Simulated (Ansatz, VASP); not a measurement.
# AlNi in two plane-wave programs

Wanted: the spread between two codes on one cell, functional and k mesh. The cell is taken from a series of runs on this material, whose earlier steps may have relaxed, scaled, displaced or heated it; both programs get it as it stands.

Method: plane waves, with VASP 6.6.1 beside it; zone-centre phonons at PBEsol, in Ansatz 0.2.0.

### Step 1. Set-up

The structure is tetragonal, space group P4/mmm (No. 123). Conventional cell: a = 2.840 Å, b = 2.840 Å, c = 2.919 Å, α = 90.00°, β = 90.00°, γ = 90.00°. Nearest to Al lie 8 Ni at 2.48 Å. Ni has 8 Al at 2.48 Å nearest. Farther neighbours are not listed.

### Step 2. VASP: zone-centre phonons, PBEsol

Second derivatives magnify differences that forces hide, and they need a tight electronic threshold.

Lines of VASP's logs that name or quote its potential files are left out, and so is its time.

INCAR reads:

```
SYSTEM = AlNi
PREC = Accurate
ENCUT = 600
EDIFF = 1E-08
NELM = 120
ISMEAR = 1
SIGMA = 0.2
LREAL = .FALSE.
ALGO = Normal
GGA = PS
NBANDS = 12
LASPH = .TRUE.
LORBIT = 11
LWAVE = .FALSE.
LCHARG = .FALSE.
ISIF = 2
IBRION = 8
GGA_COMPAT = .FALSE.
KPAR = 2
```

POSCAR reads:

```
AlNi
1.0
    2.8399259978      0.0000000000      0.0000000000
    0.0000000000      2.8399259978      0.0000000000
    0.0000000000      0.0000000000      2.9189738679
Al Ni
1 1
Direct
    0.0000000000      0.0000000000      0.0000000000
    0.5000000000      0.5000000000      0.5000000000
```

KPOINTS reads:

```
Automatic mesh
0
Gamma
16 16 16
0 0 0
```

PAW data sets: Al and Ni (PBE family, release 64).

Launch:

```
$ mpirun -np 2 vasp_std
```

Numbers of over 12 decimals in the logs are rounded to 6 here.

What it wrote:

```text
[banner, memory and clock lines left out]
running    2 mpi-ranks, on    1 nodes
 distrk:  each k-point on    1 cores,    2 groups
 distr:  one band on    1 cores,    1 groups

 POSCAR found type information on POSCAR AlNi
 POSCAR found :  2 types and       2 ions
|                                                                             |
|               ----> ADVICE to this user running VASP <----                  |
|                                                                             |
|     You enforced a specific xc type in the INCAR file but a different       |
|     [... a line on the potential file left out ...]
|     I HOPE YOU KNOW WHAT YOU ARE DOING!                                     |
|                                                                             |

 LDA part: xc-table for (Slater+PW92), standard interpolation
 POSCAR, INCAR and KPOINTS ok, starting setup
 FFT: planning ... GRIDC
 FFT: planning ... GRID_SOFT
 FFT: planning ... GRID
 WAVECAR not read
 entering main loop
       N       E                     dE             d eps       ncg     rms          rms(c)
DAV:   1     0.434881924522E+02    0.43488E+02   -0.61528E+03  9816   0.128E+03
DAV:   2    -0.114312599175E+02   -0.54919E+02   -0.50700E+02  9984   0.206E+02
DAV:   3    -0.131977117954E+02   -0.17665E+01   -0.17427E+01 11820   0.432E+01
DAV:   4    -0.132233355236E+02   -0.25624E-01   -0.25614E-01 10852   0.467E+00
DAV:   5    -0.132240932090E+02   -0.75769E-03   -0.75766E-03 11704   0.898E-01    0.128E+01
DAV:   6    -0.152599541380E+02   -0.20359E+01   -0.54779E+01 10776   0.118E+02    0.162E+01
DAV:   7    -0.116143561738E+02    0.36456E+01   -0.15745E+01 10900   0.697E+01    0.116E+00
DAV:   8    -0.115986026168E+02    0.15754E-01   -0.38038E-01 11904   0.728E+00    0.100E+00
DAV:   9    -0.115840169991E+02    0.14586E-01   -0.47876E-02 11820   0.315E+00    0.218E-01
DAV:  10    -0.115834797664E+02    0.53723E-03   -0.21786E-03 11980   0.700E-01    0.762E-02
DAV:  11    -0.115834825238E+02   -0.27574E-05   -0.68605E-05 12128   0.749E-02    0.248E-02
DAV:  12    -0.115834811386E+02    0.13853E-05   -0.53661E-06 13180   0.377E-02    0.423E-03
DAV:  13    -0.115834807396E+02    0.39893E-06   -0.24276E-07 14588   0.533E-03    0.153E-03
DAV:  14    -0.115834807364E+02    0.32096E-08   -0.18713E-08  7084   0.139E-03
   1 F= -.11583481E+02 E0= -.11583661E+02  d E =0.539389E-03
 Linear response reoptimize wavefunctions to high precision
DAV:   1    -0.115834807580E+02   -0.21540E-07   -0.88997E-09 11232   0.159E-03
DAV:   2    -0.115834807580E+02   -0.63665E-11   -0.78198E-11  5608   0.870E-05
 Linear response DOF=           4
 Linear response progress:
  Degree of freedom:   1/  4
       N       E                     dE             d eps       ncg     rms          rms(c)
RMM:   1    -0.561616843804E-02   -0.56162E-02    0.18247E-03 39099   0.618E-01
RMM:   2    -0.532853023583E-02    0.28764E-03   -0.14089E-04 26636   0.220E-01    0.569E-02
RMM:   3    -0.532369493006E-02    0.48353E-05   -0.93493E-05 28522   0.770E-02    0.288E-02
RMM:   4    -0.539462508091E-02   -0.70930E-04   -0.38217E-05 28497   0.471E-02    0.584E-03
RMM:   5    -0.539999071478E-02   -0.53656E-05   -0.21125E-06 29028   0.111E-02    0.182E-03
RMM:   6    -0.540068948053E-02   -0.69877E-06   -0.77258E-08 28956   0.254E-03    0.732E-04
RMM:   7    -0.540063592672E-02    0.53554E-07   -0.11162E-08 27198   0.113E-03    0.588E-04
RMM:   8    -0.540052266726E-02    0.11326E-06   -0.17590E-09 30298   0.367E-04    0.246E-04
RMM:   9    -0.540078392825E-02   -0.26126E-06   -0.34494E-10 30375   0.120E-04    0.766E-06
RMM:  10    -0.540075699354E-02    0.26935E-07    0.11240E-10 30728   0.424E-05    0.935E-06
RMM:  11    -0.540077150567E-02   -0.14512E-07   -0.22098E-10 30590   0.193E-05    0.287E-06
RMM:  12    -0.540076930783E-02    0.21978E-08   -0.26615E-10 30363   0.962E-06    0.441E-07
 first order change of Fermi-energy   0.24917E-04
 force on displaced ion       1 direction 1 :  -6.102   0.000   0.000
 Linear response progress:
  Degree of freedom:   2/  4
       N       E                     dE             d eps       ncg     rms          rms(c)
RMM:   1    -0.607500180032E-02   -0.60750E-02    0.46341E-03 21534   0.667E-01
RMM:   2    -0.579748865952E-02    0.27751E-03   -0.72139E-05 14687   0.239E-01    0.615E-02
RMM:   3    -0.578928146890E-02    0.82072E-05   -0.11771E-04 15813   0.864E-02    0.301E-02
RMM:   4    -0.586503496750E-02   -0.75753E-04   -0.46492E-05 15799   0.516E-02    0.621E-03
RMM:   5    -0.587045969556E-02   -0.54247E-05   -0.27569E-06 15950   0.123E-02    0.158E-03
RMM:   6    -0.587080241233E-02   -0.34272E-06   -0.12798E-07 16345   0.251E-03    0.770E-04
RMM:   7    -0.587075307866E-02    0.49334E-07   -0.11416E-08 15608   0.926E-04    0.691E-04
RMM:   8    -0.587071674154E-02    0.36337E-07   -0.27132E-09 16589   0.345E-04    0.224E-04
RMM:   9    -0.587095698727E-02   -0.24025E-06   -0.33561E-10 16813   0.105E-04    0.165E-05
RMM:  10    -0.587092977138E-02    0.27216E-07   -0.11436E-10 17012   0.355E-05    0.859E-06
RMM:  11    -0.587094488346E-02   -0.15112E-07   -0.25324E-11 16961   0.167E-05    0.237E-06
RMM:  12    -0.587094346078E-02    0.14227E-08   -0.63899E-11 16114   0.861E-06    0.739E-07
 first order change of Fermi-energy  -0.65764E-04
 force on displaced ion       1 direction 3 :   0.000  -0.000  -6.197
 Linear response progress:
  Degree of freedom:   3/  4
       N       E                     dE             d eps       ncg     rms          rms(c)
RMM:   1    -0.185939694782E+00   -0.18594E+00   -0.98389E-02 25827   0.266E+00
RMM:   2    -0.184630759987E+00    0.13089E-02   -0.16545E-03 25956   0.494E-01    0.130E-01
RMM:   3    -0.184619280626E+00    0.11479E-04   -0.12327E-04 27777   0.961E-02    0.768E-02
RMM:   4    -0.185024495372E+00   -0.40521E-03   -0.19258E-04 29679   0.109E-01    0.562E-03
RMM:   5    -0.185005096603E+00    0.19399E-04   -0.34856E-06 30382   0.198E-02    0.365E-03
RMM:   6    -0.184997761801E+00    0.73348E-05   -0.21071E-07 27701   0.554E-03    0.264E-03
RMM:   7    -0.184985676180E+00    0.12086E-04   -0.90085E-08 27796   0.353E-03    0.481E-04
RMM:   8    -0.184979671482E+00    0.60047E-05   -0.13858E-08 31261   0.991E-04    0.755E-05
RMM:   9    -0.184979204756E+00    0.46673E-06   -0.19270E-09 31706   0.242E-04    0.248E-05
RMM:  10    -0.184979114463E+00    0.90293E-07   -0.13107E-09 32063   0.848E-05    0.142E-05
RMM:  11    -0.184978956979E+00    0.15748E-06   -0.13152E-09 31999   0.425E-05    0.226E-06
RMM:  12    -0.184978995762E+00   -0.38783E-07   -0.12899E-09 31986   0.301E-05    0.962E-07
RMM:  13    -0.184978995812E+00   -0.50615E-10   -0.13131E-09 26572   0.258E-05    0.408E-07
 first order change of Fermi-energy   0.84111E-03
 force on displaced ion       2 direction 1 :  -6.117   0.000   0.000
 Linear response progress:
  Degree of freedom:   4/  4
       N       E                     dE             d eps       ncg     rms          rms(c)
RMM:   1    -0.187141190128E+00   -0.18714E+00   -0.99988E-02 14391   0.266E+00
RMM:   2    -0.185607886340E+00    0.15333E-02   -0.16421E-03 14380   0.501E-01    0.132E-01
RMM:   3    -0.185636422257E+00   -0.28536E-04   -0.12773E-04 15364   0.964E-02    0.780E-02
RMM:   4    -0.186091400125E+00   -0.45498E-03   -0.17990E-04 16452   0.104E-01    0.583E-03
RMM:   5    -0.186072627279E+00    0.18773E-04   -0.38354E-06 16607   0.221E-02    0.500E-03
RMM:   6    -0.186064942271E+00    0.76850E-05   -0.45984E-07 14804   0.900E-03    0.250E-03
RMM:   7    -0.186050481363E+00    0.14461E-04   -0.18905E-07 17109   0.346E-03    0.468E-04
RMM:   8    -0.186046041275E+00    0.44401E-05   -0.56786E-09 17123   0.854E-04    0.118E-04
RMM:   9    -0.186045181706E+00    0.85957E-06   -0.25998E-09 16934   0.249E-04    0.311E-05
RMM:  10    -0.186044784364E+00    0.39734E-06   -0.13052E-09 17287   0.102E-04    0.177E-05
RMM:  11    -0.186044845552E+00   -0.61189E-07   -0.16245E-09 17110   0.607E-05    0.218E-06
RMM:  12    -0.186044849898E+00   -0.43457E-08   -0.15523E-09 17950   0.347E-05    0.167E-06
 first order change of Fermi-energy   0.25060E-02
 force on displaced ion       2 direction 3 :   0.000  -0.000  -6.213
 Linear response finished
```

OUTCAR, selected parts (step 2):

```text
ion  position               nearest neighbor table
   1  0.000  0.000  0.000-   2 2.48   2 2.48   2 2.48   2 2.48   2 2.48   2 2.48   2 2.48   2 2.48

  LATTYP: Found a simple tetragonal cell.
 ALAT       =     2.8399259978
 C/A-ratio  =     1.0278344824

 Subroutine GETGRP returns: Found 16 space group operations
 (whereof 16 operations were pure point group operations)

The static configuration has the point symmetry D_4h.

 Found    405 irreducible k-points:

   k-points           NKPTS =    405   k-points in BZ     NKDIM =    405   number of bands    NBANDS=     12

   dimension x,y,z NGX =    24 NGY =   24 NGZ =   24
   dimension x,y,z NGXF=    48 NGYF=   48 NGZF=   48

   ENCUT  =  600.0 eV  44.10 Ry    6.64 a.u.   5.67  5.67  5.83*2*pi/ulx,y,z

   NELECT =      13.0000    total number of electrons

 k-points in reciprocal lattice and weights: Automatic mesh
   0.00000000  0.00000000  0.00000000       0.000
   0.06250000  0.00000000  0.00000000       0.001
   0.12500000  0.00000000  0.00000000       0.001
   0.18750000  0.00000000  0.00000000       0.001
   0.25000000  0.00000000  0.00000000       0.001
   0.31250000  0.00000000  0.00000000       0.001
   0.37500000  0.00000000  0.00000000       0.001
   0.43750000  0.00000000  0.00000000       0.001
   0.50000000  0.00000000  0.00000000       0.000
[...]
0.50000000  0.43750000  0.50000000       0.001
   0.50000000  0.50000000  0.50000000       0.000

 average (electrostatic) potential at core
       1 -69.5837       2 -81.1535

  Total        0.0249762      0.0249762     -0.3011782      0.0000000     -0.0000000      0.0000000
  in kB        1.6997816      1.6997816    -20.4969806      0.0000000     -0.0000000      0.0000000
  external PRESSURE =      -5.6991391 kB  Pullay stress =       0.0000000 kB

  energy-cutoff  :      600.00
  volume of cell :       23.54
      direct lattice vectors                 reciprocal lattice vectors
     2.839925998  0.000000000  0.000000000     0.352121851  0.000000000  0.000000000
     0.000000000  2.839925998  0.000000000     0.000000000  0.352121851  0.000000000
     0.000000000  0.000000000  2.918973868     0.000000000  0.000000000  0.342586143

 POSITION                                       TOTAL-FORCE (eV/Angst)
 -----------------------------------------------------------------------------------
      0.00000      0.00000      0.00000         0.000000      0.000000      0.000000
      1.41996      1.41996      1.45949         0.000000      0.000000      0.000000
 -----------------------------------------------------------------------------------
    total drift:                                0.000000      0.000000     -0.000000

 Eigenvectors and eigenvalues of the dynamical matrix
 ----------------------------------------------------

   1 f  =    9.055604 THz    56.898039 2PiTHz  302.062443 cm-1    37.450953 meV
             X         Y         Z           dx          dy          dz
      0.000000  0.000000  0.000000    -0.000000   -0.000000    0.827346
      1.419963  1.419963  1.459487     0.000000    0.000000   -0.561693

   2 f  =    8.986045 THz    56.460987 2PiTHz  299.742204 cm-1    37.163280 meV
             X         Y         Z           dx          dy          dz
      0.000000  0.000000  0.000000    -0.000000   -0.827363   -0.000000
      1.419963  1.419963  1.459487    -0.000000    0.561667    0.000000

   3 f  =    8.986045 THz    56.460987 2PiTHz  299.742204 cm-1    37.163280 meV
             X         Y         Z           dx          dy          dz
      0.000000  0.000000  0.000000     0.827363   -0.000000    0.000000
      1.419963  1.419963  1.459487    -0.561667   -0.000000    0.000000

   4 f/i=    0.005152 THz     0.032370 2PiTHz    0.171848 cm-1     0.021306 meV
             X         Y         Z           dx          dy          dz
      0.000000  0.000000  0.000000     0.540202    0.153791    0.000000
      1.419963  1.419963  1.459487     0.795744    0.226542    0.000000

   5 f/i=    0.005152 THz     0.032370 2PiTHz    0.171848 cm-1     0.021306 meV
             X         Y         Z           dx          dy          dz
      0.000000  0.000000  0.000000    -0.153791    0.540202    0.000000
      1.419963  1.419963  1.459487    -0.226542    0.795744    0.000000

   6 f/i=    0.005473 THz     0.034385 2PiTHz    0.182546 cm-1     0.022633 meV
             X         Y         Z           dx          dy          dz
      0.000000  0.000000  0.000000     0.000000    0.000000   -0.561693
      1.419963  1.419963  1.459487    -0.000000    0.000000   -0.827346

 ELASTIC MODULI CONTR FROM IONIC RELAXATION (kBar)
 Direction    XX          YY          ZZ          XY          YZ          ZX
 --------------------------------------------------------------------------------
 XX           0.0000      0.0000      0.0000      0.0000      0.0000      0.0000
 YY           0.0000      0.0000      0.0000      0.0000      0.0000      0.0000
 ZZ           0.0000      0.0000      0.0000      0.0000      0.0000      0.0000
 XY           0.0000      0.0000      0.0000      0.0000      0.0000      0.0000
 YZ           0.0000      0.0000      0.0000      0.0000      0.0000      0.0000
 ZX           0.0000      0.0000      0.0000      0.0000      0.0000      0.0000
 --------------------------------------------------------------------------------
```

[end of part 1 of 2]

[Lines on the potential files, build, host, timing and source positions are cut from VASP's logs without a mark.]

[Logs are printed without paths, hosts, clocks, repeated set-up lines and the standing remarks that a program may print on its own settings, such as how far it seeks lower states.]

[Hosts, paths, dates, database ids (printed as entryN), source tags and the programs' standing remarks are cut or masked in the printed files.]
